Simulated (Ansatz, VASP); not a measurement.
## Cross-check of W2CF2 (W2CF2 MXene monolayer) between VASP and Ansatz

Aim: how closely do two programs agree when they are given the same cell, functional and k mesh? Of the first pair: The structure shown is the start of the Ansatz relaxation below; VASP solves that cell, so the two are compared at the walk's first step.

Main program and level: Ansatz 0.2.0; plane waves, with VASP 6.6.1 beside it; single point at PBE with D3(BJ).

## Step 1: The structure

The cell holds 5 atoms: 2 F, 2 W and 1 C. Cell: a = 3.125 Å, b = 3.125 Å, c = 39.618 Å, α = 90.0°, β = 90.0°, γ = 120.0°. Vacuum lies along c.

## Step 2: Ansatz: relaxation, PBE with D3(BJ)

Ansatz runs on its PAW soft_1 files.

The two programs are compared at the cell with which this relaxation starts, whose forces are those of its first step.

The input, input.yaml:

```yaml
crystal:
  lattice:
    - [3.125408, 0.0, 0.0]
    - [-1.562704, 2.7066827252, 0.0]
    - [0.0, 0.0, 39.6175949265]
  atoms:
    - { symbol: F, position: [0.3333333333, 0.6666666667, 0.4455091237] }
    - { symbol: W, position: [0.6666666667, 0.3333333333, 0.4688723475] }
    - { symbol: C, position: [0.0, 0.0, 0.5] }
    - { symbol: W, position: [0.3333333333, 0.6666666667, 0.5311276525] }
    - { symbol: F, position: [0.6666666667, 0.3333333333, 0.5544908763] }
  periodic: [true, true, false]
kpoints:
  mp_grid: { grid: [12, 12, 1] }
hamiltonian:
  xc: pbe
  dispersion: d3bj
  pseudopotentials: { kind: paw, azcp: { folder: soft_1 } }
scf:
  occupations: { method: fermi_dirac, width: 0.05 }
  convergence: { dr2_threshold: 1.0e-09 }
relax:
  f_tol: 0.004
  max_steps: 90
  cell: {}
output:
  write_potential: true
  write_density: true
  volumetric_format: npy
```

Run with:

```
$ ansatz run input.yaml --threads 2 --pin off --max-ram 3072MiB --backend cpu --events-out ev --progress --plain --runs-dir out
```

Numbers of over 12 decimals in the logs are rounded to 6 here.

The log of the run:

```text
Warning: relax.cell: scf.convergence.dr2_threshold = 1e-9 eV is looser than the 2.43910143553e-10 eV advised for a relaxation that steers and ends on the stress (1e-10 eV for each atom of the cell: 5, times the square of relax.cell.stress_2d_tol = 0.05 N/m over 14.3 Å (the atoms' height at the walk's start and 5 Å past either face), 3.492e-2 GPa, over a crystal's default 0.05). What an SCF threshold leaves in a stress goes as its square root, and in the free energy as the threshold itself, and one threshold admits the most on a small cell: [figures from the program's tests cut] Set scf.convergence.dr2_threshold to 2.43910143553e-10 eV or tighter. [rest of the remark cut]
Engine: ansatz 0.2.0, aarch64-unknown-linux-gnu
Pseudopotentials: kind: paw
Pseudopotential: F, paw, valence charge 7, recommended cutoff 420 eV (normal), soft_1/F.paw.azcp
Pseudopotential: W, paw, valence charge 14, recommended cutoff 420 eV (normal), soft_1/W.paw.azcp
Pseudopotential: C, paw, valence charge 4, recommended cutoff 420 eV (normal), soft_1/C.paw.azcp
Functional definition: PBE
  parameter kappa = 0.804
  parameter beta = 0.066725
  exchange = pbe_x(kappa = kappa, mu = beta*pi^2/3)
  correlation = pbe_c(beta = beta)
Crystal: 5 atoms, lattice volume = 335.145 Å³
Basis set: ecut = 420 eV, 6481 PW (Γ), exchange–correlation on 48×48×540 points (8 copies of the dense FFT grid, shifted against one another)
Bands: 28, of which v1, the nominal top of the filled ones, is band 23 counted from 1 (22 counted from 0)
Symmetry: 12 space group operations
Space group: P-3m1 (ITA 164), of the structure as read, at distance tolerance 6.9e-5 Å
k-points: 19 of 144
Non-local potential: F, projectors of the file, l = 0: 2, l = 1: 2, l = 2: 1
Non-local potential: W, projectors of the file, l = 0: 3, l = 1: 2, l = 2: 2, l = 3: 1
Non-local potential: C, projectors of the file, l = 0: 2, l = 1: 2, l = 2: 1
PAW form: soft (Blöchl's): semilocal exchange-correlation on the pseudo side does not see the compensation charge
PAW one-centre angular grid: F, 110 points (default); XC on 64 Gauss nodes
PAW one-centre angular grid: W, 590 points (default); XC on 64 Gauss nodes
PAW one-centre angular grid: C, 110 points (default); XC on 64 Gauss nodes
Initial density: superposition of atomic densities (neutral atoms: chi_scale 0, normalization atom)
Initial wavefunctions: pseudopotential atomic-orbital guess
Functional: x = pbe(κ = 0.804, μ = 0.219515), c = pbe(β = 0.066725)
SCF iter   1: F=—  HF=-22638.762307 eV  |F-HF|=—  |Δ(HF+E_count)|=         —  Δρ=5.17e-2  dr2=1.80e1  ethr=3.10e-3  ⟨swp⟩=14.2  Hψ=4060  notcnv=0
preconditioner: auto → LDOS  [metal: Δε(μ)=0.026 eV  Ē_g=9.585 eV  σ=0.050 eV  W_gap=0.13  n_scr=24 (ndim 8)  ℏωp=10.3 eV  f_vac=0.808  D(μ)=6.19/eV (n_scr^D=22)  β→1.0]
SCF iter   2: F=—  HF=-22634.974137 eV  |F-HF|=—  |Δ(HF+E_count)|=    3.79e0  Δρ=2.20e-2  dr2=1.04e0  ethr=3.10e-3  ⟨swp⟩=5.1  Hψ=1770  notcnv=0
SCF iter   3: F=—  HF=-22634.921823 eV  |F-HF|=—  |Δ(HF+E_count)|=   5.23e-2  Δρ=1.12e-2  dr2=4.95e-1  ethr=2.26e-3  ⟨swp⟩=4.2  Hψ=1520  notcnv=0
SCF iter   4: F=—  HF=-22634.805222 eV  |F-HF|=—  |Δ(HF+E_count)|=   1.17e-1  Δρ=4.33e-3  dr2=7.70e-2  ethr=1.08e-3  ⟨swp⟩=3.7  Hψ=1174  notcnv=0
SCF iter   5: F=—  HF=-22634.788385 eV  |F-HF|=—  |Δ(HF+E_count)|=   1.68e-2  Δρ=8.52e-4  dr2=4.09e-3  ethr=1.67e-4  ⟨swp⟩=3.8  Hψ=1298  notcnv=0
SCF iter   6: F=—  HF=-22634.787774 eV  |F-HF|=—  |Δ(HF+E_count)|=   6.11e-4  Δρ=1.64e-4  dr2=3.96e-4  ethr=8.89e-6  ⟨swp⟩=3.6  Hψ=1127  notcnv=0
SCF iter   7: F=—  HF=-22634.787741 eV  |F-HF|=—  |Δ(HF+E_count)|=   3.28e-5  Δρ=1.06e-4  dr2=6.88e-5  ethr=8.60e-7  ⟨swp⟩=3.4  Hψ=1050  notcnv=0
SCF iter   8: F=—  HF=-22634.787755 eV  |F-HF|=—  |Δ(HF+E_count)|=   1.39e-5  Δρ=4.58e-5  dr2=8.68e-6  ethr=1.50e-7  ⟨swp⟩=3.8  Hψ=1105  notcnv=0
SCF iter   9: F=—  HF=-22634.787771 eV  |F-HF|=—  |Δ(HF+E_count)|=   1.54e-5  Δρ=1.24e-5  dr2=4.51e-7  ethr=1.89e-8  ⟨swp⟩=3.8  Hψ=1236  notcnv=0
SCF iter  10: F=—  HF=-22634.787649 eV  |F-HF|=—  |Δ(HF+E_count)|=   1.21e-4  Δρ=3.99e-6  dr2=3.15e-8  ethr=9.80e-10  ⟨swp⟩=3.5  Hψ=1223  notcnv=0
[...]
Crystal: 5 atoms, lattice volume = 371.488 Å³
[...]
preconditioner: auto → LDOS  [insulator: Δε(μ)=0.208 eV  Ē_g=7.896 eV  σ=0.050 eV  W_gap=0.77  n_scr=24 (ndim 8)  ℏωp=9.8 eV  f_vac=0.820  D(μ)=0.73/eV (n_scr^D=6)  ε∞_Penn≈2.5  β→1.0]
SCF iter   2: F=—  HF=-22638.833679 eV  |F-HF|=—  |Δ(HF+E_count)|=   3.38e-5  Δρ=2.80e-5  dr2=4.67e-6  ethr=7.16e-9  ⟨swp⟩=3.6  Hψ=1169  notcnv=0
SCF iter   3: F=—  HF=-22638.833678 eV  |F-HF|=—  |Δ(HF+E_count)|=   7.41e-7  Δρ=5.98e-6  dr2=1.41e-7  ethr=7.16e-9  ⟨swp⟩=2.6  Hψ=881  notcnv=0
SCF iter   4: F=—  HF=-22638.833678 eV  |F-HF|=—  |Δ(HF+E_count)|=   1.10e-8  Δρ=2.05e-6  dr2=1.24e-8  ethr=3.07e-10  ⟨swp⟩=3.7  Hψ=1139  notcnv=0
SCF iter   5: F=-22638.833678 eV  HF=-22638.833678 eV  |F-HF|=3.68e-9  |Δ(HF+E_count)|=   8.44e-9  Δρ=3.08e-7  dr2=1.99e-10  ethr=2.17e-12  ⟨swp⟩=10.9  Hψ=5237  notcnv=0
SCF 11 converged in 5 iterations: F = -22638.833678 eV  dr2 = 1.99e-10
relax step  11: F+E_penalty+E_count = -22638.83367828 eV  Δ(F+E_penalty+E_count) = +3.566e-5 eV  max|allowed force component| = 1.247e-4 eV/Å  Δτ_max = 0.0004 Å  P = +0.002 N/m  Ω = 371.488 Å³  energy of the carried Pulay correction = -4.596e-4 eV  fix = [c, alpha, beta]  reactions: c +0.000 N/m  (5 SCF iters, accepted)
iter 1 solved again at ethr=1.07e-7 eV; its pass at ethr=3.10e-3 eV (dr2=4.94e-5 eV) is discarded
SCF iter   1: F=—  HF=-22638.834217 eV  |F-HF|=—  |Δ(HF+E_count)|=         —  Δρ=1.17e-5  dr2=5.91e-8  ethr=1.07e-7  ⟨swp⟩=7.2  Hψ=6886  notcnv=0
SCF iter   2: F=—  HF=-22638.834124 eV  |F-HF|=—  |Δ(HF+E_count)|=   9.29e-5  Δρ=4.81e-6  dr2=4.56e-8  ethr=1.28e-10  ⟨swp⟩=4.7  Hψ=1735  notcnv=0
SCF iter   3: F=—  HF=-22638.834123 eV  |F-HF|=—  |Δ(HF+E_count)|=   9.51e-7  Δρ=2.85e-6  dr2=2.06e-8  ethr=9.92e-11  ⟨swp⟩=3.2  Hψ=1016  notcnv=0
SCF iter   4: F=—  HF=-22638.834124 eV  |F-HF|=—  |Δ(HF+E_count)|=   7.46e-7  Δρ=1.06e-6  dr2=2.72e-9  ethr=4.48e-11  ⟨swp⟩=2.9  Hψ=872  notcnv=0
SCF iter   5: F=-22638.834124 eV  HF=-22638.834124 eV  |F-HF|=5.18e-8  |Δ(HF+E_count)|=   1.45e-7  Δρ=1.42e-7  dr2=5.83e-11  ethr=2.17e-12  ⟨swp⟩=16.7  Hψ=4922  notcnv=0
SCF 12 converged in 5 iterations: F = -22638.834124 eV  dr2 = 5.83e-11
relax step  12: F+E_penalty+E_count = -22638.83412397 eV  Δ(F+E_penalty+E_count) = -4.457e-4 eV  max|allowed force component| = 1.480e-4 eV/Å  Δτ_max = 0.0000 Å  P = +0.005 N/m  Ω = 371.488 Å³  fix = [c, alpha, beta]  reactions: c +0.000 N/m  stress off target by 4.76e-3 N/m on what of the cell is left free  SCF on the basis re-selected at this cell (its energy is not comparable with the rows above)  (5 SCF iters)
basis re-selected at this cell: Δ(F+E_penalty+E_count) = -4.457e-4 eV, ΔP = +0.003 N/m vs the last step (what re-selecting the basis moved, of the pressure what is left beyond the Pulay correction that the steps carried, after the strain that the cell walked since its last selection, with what the two solves' SCF thresholds leave and, on support functions, any second-order correction that the steps lacked; it is no m [...]
WARN: The output density's exchange-correlation potential varies sharply where the density is thin. Do not read a vacuum level from v_tot or v_xc, or from such a field of the output density. On a cell that repeats whose density bears no net charge and no dipole along the vacuum's axis use v_es (v_loc + v_h of the components); under efield.dipole_correction with no amplitude use v_es + v_field, which holds any externa [...]
SCF converged after 5 iterations
Free energy (F): -22638.834124 eV
Harris-Foulkes:  -22638.834124 eV  (|F-HF|=5.18e-8)
Internal energy: -22638.827068 eV  (E = F + TS)
E sigma→0 (E₀):  -22638.830596 eV
Entropy (-TS):   -0.007056 eV (-1.411 meV/atom)
Fermi energy:    -4.311291 eV
--- Per-component energies (eV) ---
  E_band       = -1239.815935
  E_kinetic    = 1330.332372
  E_local      = -169109.531714  (includes V_loc(G=0)·N_el)
  E_nonlocal   = 148.007498
  E_hartree    = 83792.818500
  E_xc         = -735.971196
  E_vxc        = -717.640746  (∫ρ·V_xc dr)
  E_paw        = -17664.830762  (= ΣΔE_a)
  E_vpaw       = -476.622195  (= ΣTr[D̂ρ^β])
  E_aug_tail   = 0.001724  (compensation charges beyond the density's cutoff)
  E_ewald      = 79601.331730
  E_disp       = -0.985220  (pairwise vdW)
  E_smearing   = -0.007056  (= −TS)
  E_closure    = 0.000000  (closes the sum)
  Σ components = -22638.834124   (vs F -22638.834124, Δ=0.00e0)
--- Forces (eV/Å), atoms counted from 1 ---
  atom   1  F     -0.00000000     0.00000000    -0.00013085
  atom   2  W      0.00000000    -0.00000000     0.00014796
  atom   3  C     -0.00000000     0.00000000     0.00000000
  atom   4  W     -0.00000000     0.00000000    -0.00014796
  atom   5  F     -0.00000000    -0.00000000     0.00013085
  max |Σ_I F_I| component: 4.63e-17 eV/Å
--- 2D stress c σ (N/m, compression-positive) ---
        0.004756       0.000000       0.000000
       -0.000000       0.004756      -0.000000
        0.000000      -0.000000       0.000000
  P = ½ c Tr σ = 0.0048 N/m
--- Band table (eV; the first three rows and the last of 19) ---
  k-point 0: bands = [... 19 lower, -9.7298, -7.7318, -7.7318, -4.8220, -4.4817, -3.4076, -3.4076, -2.4905, ... 1 higher]
  k-point 1: bands = [... 19 lower, -9.7030, -7.7913, -7.5841, -4.7719, -4.1930, -3.5888, -3.4073, -2.9304, ... 1 higher]
  k-point 2: bands = [... 19 lower, -9.6551, -7.9438, -7.1934, -4.8391, -3.9649, -3.3798, -3.3205, -3.2295, ... 1 higher]
  k-point 18: bands = [... 19 lower, -9.2737, -6.6259, -6.3966, -6.3966, -3.1485, -3.1485, -2.0393, -1.4547, ... 1 higher]
  the weakly bound empty levels are not read free of the cell's end (no_gap_told)
--- Relaxed structure (10 steps of the walk, 10 accepted, 2 SCFs on fresh bases) ---
  F+E_penalty+E_count = -22638.83412397 eV   max|allowed force component| = 1.480e-4 eV/Å   (the final SCF, on the basis selected at the relaxed cell)
  cell:  # Å, volume = 371.4883 Å³
    - [3.290510, 0, 0]
    - [-1.645255, 2.849665, 0]
    - [0, 0, 39.6175949265]
  atoms:
    - { symbol: F, position: [0.333333, 0.666667, 0.442403] }
    - { symbol: W, position: [0.666667, 0.333333, 0.476609] }
    - { symbol: C, position: [0, 0, 0.5] }
    - { symbol: W, position: [0.333333, 0.666667, 0.523391] }
    - { symbol: F, position: [0.666667, 0.333333, 0.557597] }
```

In the SCF lines HF is the Harris–Foulkes energy and dr2 the Hartree energy of the density residual, in eV; the loop may stop once dr2 is under the threshold and the program's other checks hold. Hψ counts applications of the Hamiltonian.

## Step 3: VASP: single point, PBE with D3(BJ), start cell, pair 1

The same cell, functional, mesh and smearing now go to VASP, with its own data sets.

Lines of VASP's logs that name or quote its potential files are left out, and so is its time.

The input, INCAR:

```
SYSTEM = W2CF2
PREC = Accurate
ENCUT = 520
EDIFF = 1E-06
NELM = 120
ISMEAR = -1
SIGMA = 0.05
LREAL = .FALSE.
ALGO = Normal
GGA = PE
IVDW = 12
NBANDS = 21
LASPH = .TRUE.
LORBIT = 11
LWAVE = .FALSE.
LCHARG = .FALSE.
ISIF = 2
LDIPOL = .TRUE.
IDIPOL = 3
DIPOL = 0.5 0.5 0.5
LVHAR = .TRUE.
GGA_COMPAT = .FALSE.
NELMDL = -8
KPAR = 2
```

The input, POSCAR:

```
W2CF2
1.0
    3.1254080000      0.0000000000      0.0000000000
   -1.5627040000      2.7066830000      0.0000000000
    0.0000000000      0.0000000000     39.6175950000
F W C
2 2 1
Direct
    0.3333333333      0.6666666667      0.4455091229
    0.6666666667      0.3333333333      0.5544908771
    0.6666666667      0.3333333333      0.4688723533
    0.3333333333      0.6666666667      0.5311276467
    0.0000000000      0.0000000000      0.5000000000
```

The input, KPOINTS:

```
Automatic mesh
0
Gamma
12 12 1
0 0 0
```

PAW data sets: F, W and C (PBE family, release 64).

Run with:

```
$ mpirun -np 2 vasp_std
```

The log of the run:

```text
[banner, memory and clock lines left out]
running    2 mpi-ranks, on    1 nodes
 distrk:  each k-point on    1 cores,    2 groups
 distr:  one band on    1 cores,    1 groups

 POSCAR found type information on POSCAR F W C
 POSCAR found :  3 types and       5 ions
 LDA part: xc-table for (Slater+PW92), standard interpolation
 POSCAR, INCAR and KPOINTS ok, starting setup
 FFT: planning ... GRIDC
 FFT: planning ... GRID_SOFT
 FFT: planning ... GRID
 WAVECAR not read
 entering main loop
       N       E                     dE             d eps       ncg     rms          rms(c)
DAV:   1     0.267911892731E+03    0.26791E+03   -0.11357E+04   894   0.105E+03
DAV:   2    -0.513285801153E+01   -0.27304E+03   -0.26370E+03  1201   0.257E+02
DAV:   3    -0.434127476194E+02   -0.38280E+02   -0.37012E+02  1018   0.111E+02
DAV:   4    -0.448413800871E+02   -0.14286E+01   -0.13364E+01  1087   0.208E+01
DAV:   5    -0.448956684814E+02   -0.54288E-01   -0.52042E-01  1154   0.310E+00
DAV:   6    -0.448972396794E+02   -0.15712E-02   -0.14380E-02  1080   0.418E-01
DAV:   7    -0.448973330139E+02   -0.93335E-04   -0.90239E-04  1146   0.704E-02
DAV:   8    -0.448973401835E+02   -0.71695E-05   -0.71637E-05  1122   0.132E-02    0.448E+01
DAV:   9    -0.388380277891E+02    0.60593E+01   -0.38288E+01   968   0.305E+01    0.189E+01
DAV:  10    -0.386931645649E+02    0.14486E+00   -0.17353E+00  1032   0.869E+00    0.868E+00
DAV:  11    -0.386451919642E+02    0.47973E-01   -0.22616E-01   978   0.261E+00    0.705E-01
DAV:  12    -0.386423727944E+02    0.28192E-02   -0.36232E-02  1025   0.921E-01    0.217E-01
DAV:  13    -0.386417080874E+02    0.66471E-03   -0.34819E-03  1068   0.310E-01    0.136E-01
DAV:  14    -0.386412786283E+02    0.42946E-03   -0.16366E-03  1058   0.189E-01    0.540E-02
[...]
DAV:  19    -0.386423250315E+02   -0.60245E-04   -0.45010E-06   837   0.778E-03    0.308E-03
DAV:  20    -0.386423920394E+02   -0.67008E-04   -0.85909E-06   783   0.435E-03    0.208E-03
DAV:  21    -0.386424084194E+02   -0.16380E-04   -0.15842E-06   752   0.233E-03    0.572E-04
DAV:  22    -0.386424222366E+02   -0.13817E-04   -0.88593E-07   697   0.162E-03    0.722E-04
DAV:  23    -0.386424282236E+02   -0.59870E-05   -0.29393E-07   671   0.853E-04    0.423E-04
DAV:  24    -0.386424319737E+02   -0.37501E-05   -0.11286E-07   609   0.717E-04    0.329E-04
DAV:  25    -0.386424335401E+02   -0.15664E-05   -0.78260E-08   587   0.462E-04    0.168E-04
DAV:  26    -0.386424344493E+02   -0.90916E-06   -0.49636E-08   574   0.360E-04
   1 F= -.39709935E+02 E0= -.39686043E+02  d E =-.477843E-01
```

Parts of OUTCAR (step 3):

```text
ion  position               nearest neighbor table
   1  0.333  0.667  0.446-   3 2.03   3 2.03   3 2.03
   2  0.667  0.333  0.554-   4 2.03   4 2.03   4 2.03
   3  0.667  0.333  0.469-   1 2.03   1 2.03   1 2.03   5 2.19   5 2.19   5 2.19   4 3.06   4 3.06
                             4 3.06
   4  0.333  0.667  0.531-   2 2.03   2 2.03   2 2.03   5 2.19   5 2.19   5 2.19   3 3.06   3 3.06
                             3 3.06
   5  0.000  0.000  0.500-   3 2.19   4 2.19   3 2.19   4 2.19   3 2.19   4 2.19

  LATTYP: Found a hexagonal cell.
 ALAT       =     3.1254080000
 C/A-ratio  =    12.6759754246

 Subroutine GETGRP returns: Found 12 space group operations
 (whereof 12 operations were pure point group operations)

The static configuration has the point symmetry D_3d.

 Found     19 irreducible k-points:

   k-points           NKPTS =     19   k-points in BZ     NKDIM =     19   number of bands    NBANDS=     21

   dimension x,y,z NGX =    24 NGY =   24 NGZ =  300
   dimension x,y,z NGXF=    48 NGYF=   48 NGZF=  600

   ENCUT  =  520.0 eV  38.22 Ry    6.18 a.u.   5.81  5.81 73.66*2*pi/ulx,y,z

   NELECT =      30.0000    total number of electrons

 k-points in reciprocal lattice and weights: Automatic mesh
   0.00000000  0.00000000  0.00000000       0.007
   0.08333333  0.00000000  0.00000000       0.042
   0.16666667  0.00000000  0.00000000       0.042
   0.25000000  0.00000000  0.00000000       0.042
   0.33333333 -0.00000000  0.00000000       0.042
   0.41666667  0.00000000  0.00000000       0.042
   0.50000000  0.00000000  0.00000000       0.021
   0.08333333  0.08333333  0.00000000       0.042
   0.16666667  0.08333333  0.00000000       0.083
[...]
0.33333333  0.25000000  0.00000000       0.083
   0.33333333  0.33333333  0.00000000       0.014

 dipolmoment           0.000000      0.000000     -0.000000 electrons x Angstroem

 average (electrostatic) potential at core
       1 -85.3579       2 -85.3579       3 -47.9940       4 -47.9940       5 -56.7836

 E-fermi :  -0.9190

 k-point     1 :       0.0000    0.0000    0.0000
  band No.  band energies     occupation
    ...
     14      -3.0249      2.00000
     15      -2.3446      2.00000
     16      -0.9950      1.64106
     17      -0.9950      1.64106
     18      -0.9039      0.84974
     19      -0.3094      0.00001
     20       0.3033      0.00000
     21       0.3033      0.00000

 k-point     2 :       0.0833    0.0000    0.0000
  band No.  band energies     occupation
    ...
     14      -2.7596      2.00000
     15      -2.2308      2.00000
     16      -1.0817      1.92561
     17      -0.9166      0.97600
     18      -0.8970      0.78290
     19       0.0845      0.00000
     20       0.2859      0.00000
     21       0.3672      0.00000

 k-point     3 :       0.1667    0.0000    0.0000
  band No.  band energies     occupation
    ...
     12      -5.5142      2.00000
     13      -3.4318      2.00000
     14      -2.2208      2.00000
     15      -1.8362      2.00000
     16      -1.0800      1.92309
     17      -0.7692      0.09522
     18      -0.5901      0.00277
     19       0.2079      0.00000
     20       0.5241      0.00000
     21       0.8379      0.00000

 Edisp (eV)   -1.06750

  Total       9.99619     9.99619     5.16221     0.00000     0.00000     0.00000
  in kB      47.78734    47.78735    24.67824     0.00000     0.00000     0.00000
  external pressure =       40.08 kB  Pullay stress =        0.00 kB

  energy-cutoff  :      520.00
  volume of cell :      335.14
      direct lattice vectors                 reciprocal lattice vectors
     3.125408000  0.000000000  0.000000000     0.319958226  0.184727949  0.000000000
    -1.562704000  2.706683000  0.000000000     0.000000000  0.369455899  0.000000000
     0.000000000  0.000000000 39.617595000     0.000000000  0.000000000  0.025241310

 POSITION                                       TOTAL-FORCE (eV/Angst)
 -----------------------------------------------------------------------------------
     -0.00000      1.80446     17.65000        -0.000000      0.000000     -5.532532
      1.56270      0.90223     21.96760        -0.000000      0.000000      5.532532
      1.56270      0.90223     18.57559        -0.000000     -0.000000      7.547405
     -0.00000      1.80446     21.04200         0.000000      0.000000     -7.547405
      0.00000      0.00000     19.80880         0.000000      0.000000      0.000000
 -----------------------------------------------------------------------------------
    total drift:                                0.000000      0.000000     -0.000000

  FREE ENERGIE OF THE ION-ELECTRON SYSTEM (eV)
  ---------------------------------------------------
  free  energy   TOTEN  =       -39.7099350936 eV

  energy  without entropy=      -39.6621508283  energy(sigma->0) =      -39.68604296

 vacuum level on the upper side and lower side of the slab         1.798         1.798

 total charge
# of ion       s       p       d       tot
------------------------------------------
    1        1.750   4.411   0.000   6.161
    2        1.750   4.411   0.000   6.161
    3        0.518   0.651   4.368   5.536
    4        0.518   0.651   4.368   5.536
    5        0.849   1.582   0.000   2.431
--------------------------------------------------
tot          5.385  11.705   8.736  25.826

[... 3 further parts left out ...]
```

This run has no spin polarisation, so a moment on W, if there is one, isn't seen. The data set W keeps the semicore shell frozen, which is cheaper and a little less accurate.

(Continued in part 2 of 2.)

[Lines on the potential files, build, host, timing and source positions are cut from VASP's logs without a mark.]

[Logs are printed without paths, hosts, clocks, repeated set-up lines and the standing remarks that a program may print on its own settings, such as how far it seeks lower states.]

[Hosts, paths, dates, database ids (printed as entryN), source tags and the programs' standing remarks are cut or masked in the printed files.]
